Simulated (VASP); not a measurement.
Method: r2SCAN meta-GGA, VASP's PBE PAW potentials (set 64) (plane waves; VASP 6.6.1).

The input files of a VASP run:

POSCAR:
```
FeSi2
1.0
  2.6761579586   0.0000000000   0.0000000000
  0.0000000000   2.6761579586   0.0000000000
  0.0000000000   0.0000000000   5.1100313381
Fe Si
1 2
direct
  0.0000000000   0.0000000000   0.0000000000
  0.5000000000   0.5000000000   0.7277822450
  0.5000000000   0.5000000000   0.2722177550
```

File KPOINTS:
```
Automatic mesh
0
Gamma
10 10 6
0 0 0
```

INCAR:
```
ALGO  =  Normal
EDIFF  =  1E-6
EDIFFG  =  -0.02
ENCUT  =  400
IBRION  =  2
ISIF  =  3
ISMEAR  =  1
LASPH  =  T
LCHARG  =  F
LMAXMIX  =  4
LMIXTAU  =  T
LREAL  =  F
LWAVE  =  F
METAGGA  =  R2SCAN
NELM  =  100
NSW  =  60
PREC  =  Accurate
SIGMA  =  0.1
SYSTEM  =  FeSi2
```

POTCAR, in this order: Fe Si (PBE.64 set). Program: vasp_std.

Q: What will the output report for the number of irreducible k-points (NKPTS), number of bands (NBANDS), largest plane-wave count, number of space-group operations, FFT grid (NGX, NGY, NGZ)?

A: 
| Property | Value |
|---|---|
| number of irreducible k-points (NKPTS) | 84 |
| number of bands (NBANDS) | 12 |
| largest plane-wave count | 680 |
| number of space-group operations | 16 |
| FFT grid (NGX, NGY, NGZ) | 18 × 18 × 36 |

The structure comes from a computed database's FeSi2 entry (P4/mmm); how it stands against other phases isn't given here. This run relaxes it. Symmetry was kept, so distortions that lower it aren't found. The start is the result of an earlier pass. The run is not spin-polarised, so no magnetic state was tried.
